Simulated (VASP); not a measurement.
All values below come from PBE GGA, VASP's PBE PAW potentials (set 64) (plane waves; VASP 6.6.1).

VASP input:

File POSCAR:
```
BC31Si31
1.0
  8.7583314357   0.0000000000   0.0000000000
  0.0000000000   8.7583314357   0.0000000000
  0.0000000000   0.0000000000   8.7583314357
Si C B
31 31 1
Cart
  4.3512441572   0.0372404253  -0.0294542686
  6.5954527293   2.1914308669  -0.0204069122
  6.5628542197  -0.0343151426   2.2277429090
  0.0000000000   0.0000000000   0.0000000000
  2.1722676377   2.1538401083  -0.0335882011
  4.3313890199   4.3494924909   0.0200740957
  6.5687485768   6.5687485768   0.0000000000
  2.2267970092   0.0424603908   2.1395815448
  6.5672333854   4.3318707281   2.1480508513
  4.3923995566   0.0318015014   4.3858045331
  6.6101930011   2.2222076435   4.3384044433
  6.5687485768   0.0000000000   6.5687485768
  0.0000000000   4.3791657179   0.0000000000
  2.1895828589   6.5687485768   0.0000000000
  0.0000000000   2.1895828589   2.1895828589
  2.2247388013   4.3806458759   2.1842227601
  4.3791657179   6.5687485768   2.1895828589
  0.0000000000   0.0000000000   4.3791657179
  2.2296171919   2.1725303876   4.3372571019
  4.4258826577   4.4062815120   4.4051867205
  6.5687485768   6.5687485768   4.3791657179
  2.1895828589   0.0000000000   6.5687485768
  4.3791657179   2.1895828589   6.5687485768
  6.5687485768   4.3791657179   6.5687485768
  0.0000000000   6.5687485768   2.1895828589
  0.0000000000   4.3791657179   4.3791657179
  2.1895828589   6.5687485768   4.3791657179
  0.0000000000   2.1895828589   6.5687485768
  2.1895828589   4.3791657179   6.5687485768
  4.3791657179   6.5687485768   6.5687485768
  0.0000000000   6.5687485768   6.5687485768
  5.5160058965   1.0936265714   1.1060108520
  7.6635400062   3.2843742884   1.0947914295
  7.6635400062   1.0947914295   3.2843742884
  1.0947914295   1.0947914295   1.0947914295
  3.3309686116   3.3306007617   1.0634979112
  5.4739571473   5.4739571473   1.0947914295
  7.6635400062   7.6635400062   1.0947914295
  3.2813088724   1.1431461773   3.2742233823
  7.6635400062   5.4739571473   3.2843742884
  5.4739571473   1.0947914295   5.4739571473
  7.6635400062   3.2843742884   5.4739571473
  7.6635400062   1.0947914295   7.6635400062
  1.0947914295   5.4739571473   1.0947914295
  3.2843742884   7.6635400062   1.0947914295
  1.0947914295   3.2843742884   3.2843742884
  3.2843742884   5.4739571473   3.2843742884
  5.4739571473   7.6635400062   3.2843742884
  1.0947914295   1.0947914295   5.4739571473
  3.2843742884   3.2843742884   5.4739571473
  5.4739571473   5.4739571473   5.4739571473
  7.6635400062   7.6635400062   5.4739571473
  3.2843742884   1.0947914295   7.6635400062
  5.4739571473   3.2843742884   7.6635400062
  7.6635400062   5.4739571473   7.6635400062
  1.0947914295   7.6635400062   3.2843742884
  1.0947914295   5.4739571473   5.4739571473
  3.2843742884   7.6635400062   5.4739571473
  1.0947914295   3.2843742884   7.6635400062
  3.2843742884   5.4739571473   7.6635400062
  5.4739571473   7.6635400062   7.6635400062
  1.0947914295   7.6635400062   7.6635400062
  5.5054696238   3.2890424790   3.3115776658
```

INCAR:
```
IBRION = 2
NELMIN = 4
ISMEAR = 0   ! Gaussian
ALGO = Fast   ! Davidson, then RMM-DIIS
ISIF = 2
GGA = PE   ! PBE
PREC = Normal
EDIFF = 1E-5
NELM = 100   ! most electronic steps
NSW = 70   ! most ionic steps
LASPH = .TRUE.
LREAL = Auto
LCHARG = .FALSE.
ENCUT = 400   ! plane-wave cut-off (eV)
EDIFFG = -0.03   ! ionic stop
SIGMA = 0.05   ! width (eV)
LWAVE = .TRUE.
NELECT = 250.0
SYSTEM = BC31Si31
ISYM = 0
```

### KPOINTS
```
Regular mesh
0
Gamma
1 1 1
```

POTCAR, in this order: Si C B (PBE.64 set). Program: vasp_gam.

The resulting files:

OUTCAR:
```
 ion  position               nearest neighbor table
   1  0.497  0.004  0.997-  53 1.84  61 1.92  45 1.92  32 1.94   8 3.04   5 3.04  23 3.05  22 3.06
                            12 3.10  30 3.10  14 3.10   2 3.11   7 3.14  17 3.14
   2  0.753  0.250  0.998-  43 1.87  33 1.89  54 1.90  32 1.91   9 3.05  28 3.06  13 3.08   4 3.08
                            24 3.08  12 3.08  15 3.09  23 3.10   1 3.11   6 3.13
   3  0.749  0.996  0.254-  48 1.85  34 1.90  38 1.90  32 1.90  21 3.05  10 3.06  17 3.07  18 3.07
                            25 3.08  11 3.09   7 3.10  15 3.13   4 3.13
   4  0.000  0.000  0.000-  35 1.90  38 1.90  43 1.90  62 1.90   5 3.06   2 3.08   8 3.09  22 3.10
                            25 3.10  28 3.10  31 3.10   7 3.10  12 3.10  14 3.10  15 3.10   3 3.13
   5  0.248  0.246  0.996-  53 1.87  35 1.89  59 1.89  36 1.98   8 3.03   1 3.04  22 3.05   4 3.06
                            28 3.06   6 3.08  23 3.09  29 3.10  15 3.11  13 3.11  16 3.14
   6  0.495  0.497  0.002-  36 1.77  60 1.90  54 1.92  37 1.93  16 3.02  29 3.08   5 3.08  14 3.08
                             9 3.09  23 3.09  17 3.10   2 3.13  30 3.13  24 3.14
   7  0.750  0.750  0.000-  37 1.90  38 1.90  55 1.90  61 1.90  24 3.10  25 3.10  30 3.10  31 3.10
                             4 3.10  12 3.10  13 3.10  17 3.10   3 3.10   9 3.10   1 3.14
   8  0.254  0.005  0.244-  35 1.87  45 1.87  39 1.90  56 1.97   5 3.03   1 3.04  19 3.06   4 3.09
                            14 3.09  15 3.09  17 3.10  10 3.12
   9  0.750  0.495  0.245-  33 1.85  63 1.89  37 1.90  40 1.95  11 3.04   2 3.05  15 3.06  13 3.07
                             6 3.09   7 3.10  20 3.11  26 3.13  17 3.13  25 3.13
  10  0.502  0.004  0.501-  41 1.87  48 1.91  58 1.92  39 1.92  19 3.04   3 3.06  23 3.07  12 3.08
                            22 3.10  21 3.11  30 3.11  11 3.12   8 3.12  17 3.12  27 3.13
  11  0.755  0.254  0.495-  63 1.85  34 1.87  42 1.88  41 1.96  15 3.04   9 3.04  26 3.04  20 3.09
                             3 3.09  18 3.09  28 3.10  24 3.10  10 3.12  12 3.15
  12  0.750  0.000  0.750-  41 1.90  43 1.90  52 1.90  61 1.90  10 3.08   2 3.08   1 3.10  23 3.10
                            28 3.10  30 3.10  31 3.10   7 3.10   4 3.10  18 3.10  21 3.10  11 3.15
  13  0.000  0.500  0.000-  33 1.90  44 1.90  55 1.90  59 1.90   9 3.07   2 3.08  25 3.10  28 3.10
                            29 3.10  31 3.10   7 3.10  14 3.10  15 3.10  24 3.10   5 3.11  16 3.12
  14  0.250  0.750  0.000-  44 1.90  45 1.90  60 1.90  62 1.90   6 3.08  16 3.09   8 3.09  25 3.10
                            29 3.10  30 3.10  31 3.10  13 3.10   4 3.10  17 3.10  22 3.10   1 3.10
  15  0.000  0.250  0.250-  33 1.90  34 1.90  35 1.90  46 1.90  11 3.04   9 3.06   2 3.09   8 3.09
                            19 3.10  13 3.10  18 3.10   4 3.10  26 3.10   5 3.11  16 3.12   3 3.13
  16  0.254  0.500  0.249-  47 1.88  36 1.89  44 1.91  46 1.92   6 3.02  17 3.07  19 3.08  14 3.09
                            27 3.10  13 3.12  25 3.12  15 3.12  26 3.13  20 3.13   5 3.14
  17  0.500  0.750  0.250-  37 1.90  45 1.90  47 1.90  48 1.90   3 3.07  16 3.07  20 3.10   7 3.10
                            14 3.10  21 3.10  27 3.10   8 3.10   6 3.10  10 3.12   9 3.13   1 3.14
  18  0.000  0.000  0.500-  34 1.90  49 1.90  52 1.90  56 1.90   3 3.07  11 3.09  25 3.10  27 3.10
                            28 3.10  31 3.10  12 3.10  15 3.10  21 3.10  22 3.10  19 3.11
  19  0.255  0.248  0.495-  39 1.82  46 1.91  50 1.91  49 1.93  10 3.04   8 3.06  16 3.08  15 3.10
                            23 3.10  18 3.11  22 3.11  20 3.13  26 3.14  29 3.14
  20  0.505  0.503  0.503-  51 1.84  63 1.90  47 1.92  50 1.92  21 3.04  24 3.05  30 3.06  11 3.09
...
```

File OSZICAR:
```
...
RMM:   7    -0.471099415460E+03   -0.12968E-04   -0.22971E-04   319   0.340E-02    0.130E-02
RMM:   8    -0.471099416357E+03   -0.89696E-06   -0.44007E-05   248   0.159E-02
   4 F= -.47109942E+03 E0= -.47109942E+03  d E =-.210480E+00
       N       E                     dE             d eps       ncg     rms          rms(c)
DAV:   1    -0.471104743230E+03   -0.53278E-02   -0.85079E-01   360   0.231E+00    0.262E-01
RMM:   2    -0.471104991179E+03   -0.24795E-03   -0.13833E-02   316   0.285E-01    0.134E-01
RMM:   3    -0.471104909426E+03    0.81753E-04   -0.22487E-03   318   0.113E-01    0.881E-02
RMM:   4    -0.471104841346E+03    0.68081E-04   -0.64917E-04   318   0.534E-02    0.452E-02
RMM:   5    -0.471104851159E+03   -0.98135E-05   -0.17712E-04   332   0.281E-02    0.197E-02
RMM:   6    -0.471104852654E+03   -0.14945E-05   -0.28344E-05   207   0.125E-02
   5 F= -.47110485E+03 E0= -.47110485E+03  d E =-.215917E+00
       N       E                     dE             d eps       ncg     rms          rms(c)
DAV:   1    -0.471190578015E+03   -0.85727E-01   -0.19245E+01   324   0.110E+01    0.113E+00
RMM:   2    -0.471196119811E+03   -0.55418E-02   -0.26179E-01   316   0.126E+00    0.530E-01
RMM:   3    -0.471193718565E+03    0.24012E-02   -0.44989E-02   317   0.494E-01    0.292E-01
RMM:   4    -0.471193520156E+03    0.19841E-03   -0.11850E-02   321   0.225E-01    0.148E-01
RMM:   5    -0.471193650092E+03   -0.12994E-03   -0.24940E-03   340   0.103E-01    0.746E-02
RMM:   6    -0.471193682511E+03   -0.32419E-04   -0.44539E-04   323   0.482E-02    0.182E-02
RMM:   7    -0.471193688203E+03   -0.56927E-05   -0.91956E-05   310   0.218E-02
   6 F= -.47119369E+03 E0= -.47119369E+03  d E =-.888355E-01
       N       E                     dE             d eps       ncg     rms          rms(c)
DAV:   1    -0.471194709407E+03   -0.10269E-02   -0.28642E-01   368   0.135E+00    0.140E-01
RMM:   2    -0.471194804413E+03   -0.95006E-04   -0.39279E-03   316   0.154E-01    0.656E-02
RMM:   3    -0.471194775751E+03    0.28661E-04   -0.69717E-04   317   0.615E-02    0.368E-02
RMM:   4    -0.471194776933E+03   -0.11816E-05   -0.17776E-04   322   0.276E-02    0.215E-02
RMM:   5    -0.471194778568E+03   -0.16352E-05   -0.35713E-05   222   0.128E-02
   7 F= -.47119478E+03 E0= -.47119478E+03  d E =-.899259E-01
       N       E                     dE             d eps       ncg     rms          rms(c)
DAV:   1    -0.471234760958E+03   -0.39984E-01   -0.69360E+00   316   0.649E+00    0.729E-01
RMM:   2    -0.471236788951E+03   -0.20280E-02   -0.99883E-02   316   0.779E-01    0.370E-01
RMM:   3    -0.471236169005E+03    0.61995E-03   -0.18672E-02   328   0.305E-01    0.254E-01
RMM:   4    -0.471235553146E+03    0.61586E-03   -0.46846E-03   319   0.148E-01    0.959E-02
RMM:   5    -0.471235670052E+03   -0.11691E-03   -0.11442E-03   343   0.710E-02    0.434E-02
RMM:   6    -0.471235682326E+03   -0.12274E-04   -0.16433E-04   319   0.306E-02    0.105E-02
RMM:   7    -0.471235686032E+03   -0.37055E-05   -0.36863E-05   228   0.144E-02
   8 F= -.47123569E+03 E0= -.47123569E+03  d E =-.409075E-01
       N       E                     dE             d eps       ncg     rms          rms(c)
DAV:   1    -0.471236813077E+03   -0.11308E-02   -0.26023E-01   360   0.126E+00    0.143E-01
RMM:   2    -0.471236901245E+03   -0.88168E-04   -0.37859E-03   316   0.152E-01    0.721E-02
RMM:   3    -0.471236884531E+03    0.16714E-04   -0.73304E-04   326   0.602E-02    0.498E-02
RMM:   4    -0.471236864327E+03    0.20204E-04   -0.16779E-04   319   0.284E-02    0.216E-02
RMM:   5    -0.471236868858E+03   -0.45309E-05   -0.45241E-05   234   0.144E-02
   9 F= -.47123687E+03 E0= -.47123687E+03  d E =-.420903E-01
       N       E                     dE             d eps       ncg     rms          rms(c)
DAV:   1    -0.471253333267E+03   -0.16469E-01   -0.40745E+00   316   0.514E+00    0.521E-01
RMM:   2    -0.471255114331E+03   -0.17811E-02   -0.60822E-02   316   0.617E-01    0.258E-01
RMM:   3    -0.471254828765E+03    0.28557E-03   -0.10761E-02   320   0.242E-01    0.161E-01
RMM:   4    -0.471254694872E+03    0.13389E-03   -0.28287E-03   321   0.114E-01    0.743E-02
RMM:   5    -0.471254754017E+03   -0.59144E-04   -0.69370E-04   346   0.524E-02    0.381E-02
RMM:   6    -0.471254763804E+03   -0.97870E-05   -0.95297E-05   311   0.232E-02
  10 F= -.47125476E+03 E0= -.47125476E+03  d E =-.178949E-01
       N       E                     dE             d eps       ncg     rms          rms(c)
DAV:   1    -0.471254814914E+03   -0.60897E-04   -0.12505E-02   368   0.284E-01    0.293E-02
RMM:   2    -0.471254822151E+03   -0.72373E-05   -0.20357E-04   316   0.356E-02    0.145E-02
RMM:   3    -0.471254822502E+03   -0.35087E-06   -0.40696E-05   236   0.146E-02    0.906E-03
RMM:   4    -0.471254822684E+03   -0.18266E-06   -0.86985E-06   190   0.647E-03
  11 F= -.47125482E+03 E0= -.47125482E+03  d E =-.179538E-01
       N       E                     dE             d eps       ncg     rms          rms(c)
DAV:   1    -0.471258396508E+03   -0.35740E-02   -0.12123E+00   316   0.291E+00    0.281E-01
RMM:   2    -0.471258718515E+03   -0.32201E-03   -0.17704E-02   316   0.334E-01    0.131E-01
RMM:   3    -0.471258498296E+03    0.22022E-03   -0.34585E-03   317   0.136E-01    0.588E-02
RMM:   4    -0.471258543225E+03   -0.44929E-04   -0.88512E-04   328   0.615E-02    0.349E-02
RMM:   5    -0.471258547064E+03   -0.38389E-05   -0.14071E-04   325   0.268E-02    0.203E-02
RMM:   6    -0.471258549657E+03   -0.25931E-05   -0.37536E-05   227   0.136E-02
  12 F= -.47125855E+03 E0= -.47125855E+03  d E =-.372697E-02
       N       E                     dE             d eps       ncg     rms          rms(c)
DAV:   1    -0.471258760313E+03   -0.21325E-03   -0.44862E-02   344   0.559E-01    0.545E-02
RMM:   2    -0.471258770670E+03   -0.10357E-04   -0.64736E-04   316   0.641E-02    0.253E-02
RMM:   3    -0.471258760647E+03    0.10023E-04   -0.12206E-04   317   0.260E-02    0.113E-02
RMM:   4    -0.471258761563E+03   -0.91558E-06   -0.29134E-05   206   0.116E-02
  13 F= -.47125876E+03 E0= -.47125876E+03  d E =-.393888E-02
       N       E                     dE             d eps       ncg     rms          rms(c)
DAV:   1    -0.471259556682E+03   -0.79603E-03   -0.13031E-01   322   0.968E-01    0.100E-01
RMM:   2    -0.471259662393E+03   -0.10571E-03   -0.25496E-03   316   0.127E-01    0.487E-02
RMM:   3    -0.471259650192E+03    0.12201E-04   -0.41564E-04   318   0.495E-02    0.287E-02
RMM:   4    -0.471259641771E+03    0.84205E-05   -0.11499E-04   318   0.231E-02    0.141E-02
RMM:   5    -0.471259642708E+03   -0.93653E-06   -0.26870E-05   205   0.116E-02
  14 F= -.47125964E+03 E0= -.47125964E+03  d E =-.881145E-03
       N       E                     dE             d eps       ncg     rms          rms(c)
DAV:   1    -0.471259643389E+03   -0.16177E-05   -0.56409E-05   328   0.203E-02    0.318E-03
RMM:   2    -0.471259643372E+03    0.17222E-07   -0.12665E-06   169   0.308E-03    0.175E-03
RMM:   3    -0.471259643346E+03    0.25346E-07   -0.12468E-07    75   0.136E-03    0.993E-04
RMM:   4    -0.471259643336E+03    0.99826E-08   -0.15286E-08    48   0.124E-03
  15 F= -.47125964E+03 E0= -.47125964E+03  d E =-.881774E-03
       N       E                     dE             d eps       ncg     rms          rms(c)
DAV:   1    -0.471259826040E+03   -0.18269E-03   -0.41555E-02   316   0.547E-01    0.559E-02
RMM:   2    -0.471259853850E+03   -0.27811E-04   -0.74756E-04   316   0.690E-02    0.256E-02
RMM:   3    -0.471259848158E+03    0.56927E-05   -0.13684E-04   318   0.277E-02    0.120E-02
RMM:   4    -0.471259849024E+03   -0.86687E-06   -0.31471E-05   211   0.124E-02
  16 F= -.47125985E+03 E0= -.47125985E+03  d E =-.205688E-03
```

### OUTCAR
```
------------------------ aborting loop because EDIFF is reached ----------------------------------------
  FORCE on cell =-STRESS in cart. coord.  units (eV):
  Direction    XX          YY          ZZ          XY          YZ          ZX
  --------------------------------------------------------------------------------------
  Total       -8.8396512     -8.8480925     -8.8433056     -2.8244178     -2.8388514     -2.8056464
  in kB      -21.0805327    -21.1006633    -21.0892477     -6.7355861     -6.7700069     -6.6908207
  external PRESSURE =     -21.0901479 kB  Pullay stress =       0.0000000 kB
  volume of cell :      671.84
      direct lattice vectors                 reciprocal lattice vectors
     8.758331436  0.000000000  0.000000000     0.114176999  0.000000000  0.000000000
     0.000000000  8.758331436  0.000000000     0.000000000  0.114176999  0.000000000
     0.000000000  0.000000000  8.758331436     0.000000000  0.000000000  0.114176999
  FREE ENERGIE OF THE ION-ELECTRON SYSTEM (eV)
  ---------------------------------------------------
  free  energy   TOTEN  =      -471.2598490244 eV

  energy  without entropy=     -471.2598490244  energy(sigma->0) =     -471.25984902

 reached required accuracy - stopping structural energy minimisation
```
(Selected blocks of OUTCAR.)

File CONTCAR:
```
BC31Si31
   1.00000000000000
     8.7583314357000006    0.0000000000000000    0.0000000000000000
     0.0000000000000000    8.7583314357000006    0.0000000000000000
     0.0000000000000000    0.0000000000000000    8.7583314357000006
  Si              C               B
    31    31     1
Direct
     0.4986703167839617    0.0009868738154926    0.0005339843009993
     0.7519959219078121    0.2540074179283134    0.9993621333822774
     0.7520337150863329    0.9998115458596630    0.2535213210816647
     0.0016553105764242    0.0005997934797276    0.0000316964624281
     0.2512826614868544    0.2483524651744336    0.0005144930534439
     0.5042346108199089    0.5017008573757272    0.9993731521695746
     0.7515391622723863    0.7515018087681733    0.9982117568034912
     0.2513764944420196    0.0011361400598103    0.2477675741254012
     0.7523960310492084    0.5021399027350862    0.2399051617754469
     0.5043297863183126    0.9998968731823717    0.5011350890956737
     0.7524371515521387    0.2403243056682896    0.5017700226143272
     0.7515856103288887    0.9986620685209583    0.7510838796072022
     0.0017877744870986    0.5012373809701499    0.9982249464394929
     0.2508495878078582    0.7513585130080759    0.0000729902070531
     0.0011570411195873    0.2503223238697991    0.2498243379224078
     0.2500344908330000    0.5017684943150809    0.2535953810610134
     0.5005530060666366    0.7509000485751889    0.2498097259065380
     0.0018984874855668    0.9987300557573607    0.5007435323094710
     0.2501523378473267    0.2540963088391670    0.5011759523115674
     0.4906203995608834    0.5022067285493707    0.5017904301843688
     0.7503108441927540    0.7493325345868026    0.4995336531259273
     0.2509480130368818    0.0006276795305370    0.7508228386661356
     0.5005297953141000    0.2502634631634995    0.7504799966343028
     0.7502543047392132    0.5000208514910399    0.7488677189351952
     0.0005178193297708    0.7502384588683281    0.2500860729080220
     0.9995520381015996    0.5000569631274671    0.4995489331837979
     0.2489838321885092    0.7515934531579016    0.5007199298881572
     0.0005174368867982    0.2505880465489164    0.7497271080127075
     0.2489208583610484    0.5013009655153731    0.7510344019281822
     0.5008570764382135    0.7502736231068488    0.7497248652751534
     0.0005725823234577    0.7502814618761158    0.7497669409228480
     0.6407677534353486    0.1128311307560960    0.1124222970857568
     0.8792857828504856    0.3758554214066505    0.1213556684564544
     0.8793529457837224    0.1217991049323555    0.3753911847690430
     0.1262418197450766    0.1254668798778349    0.1249363080987453
     0.3630805170903368    0.3905270248192822    0.1123686341712227
     0.6261314811591689    0.6290322720971774    0.1213264430398485
     0.8768700554132500    0.8748296441951715    0.1232321629737510
     0.3632901333145621    0.1130696051229503    0.3898553358694566
     0.8746616032821990    0.6244083957198920    0.3744557242733806
     0.6261580729402080    0.1217817567685358    0.6286140450303770
     0.8746657372540788    0.3749805044365963    0.6239135390795489
     0.8768610644230801    0.1237924984723755    0.8743364010280510
     0.1251273940018172    0.6265841201772395    0.1232580957245715
     0.3757628642330089    0.8759986570939978    0.1249346242832215
     0.1252243978465728    0.3759108832834029    0.3753700240640356
     0.3720842129474919    0.6290844700657976    0.3753934385792320
     0.6261699502768751    0.8749799808598044    0.3753056448494855
     0.1252143151449918    0.1238115242126429    0.6260134820486789
     0.3720769555075631    0.3758901793317720    0.6286213548134847
     0.6252925622302008    0.6244530997356433    0.6239190844784271
     0.8755744436431762    0.8742628751914915    0.6246912556933168
     0.3757755648571721    0.1254381305464289    0.8755401195015283
     0.6260884457853587    0.3758248117583843    0.8745129487161546
     0.8755092197250118    0.6252255447093839    0.8737285277073192
     0.1248246426772492    0.8745307352468797    0.3754958320606859
     0.1245081647807062    0.6252893451953911    0.6246540302804053
     0.3741092686055925    0.8749232892559103    0.6259706768086273
     0.1247375645575079    0.3760748412826042    0.8739644461374602
     0.3740514809186658    0.6266326917336884    0.8743283972674627
     0.6263830463601935    0.8744531105038463    0.8739946629813137
     0.1256320635657190    0.8753132343397100    0.8747056870343922
     0.6252949768990519    0.3750238294459931    0.3746329028002799
```

At this cut-off the stress carries a Pulay error, which pulls relaxed volumes low. The cell is charged, with a uniform compensating background. The supercell is sampled at Γ alone, which is coarse: total energies, pressure and levels can be off, energies of defects by several tenths of an eV.

The cell is a supercell with a defect, built from SiC (zinc blende): B_C-vac_Si, charge +1. The run is not spin-polarised, so no state with unpaired spins was tried.
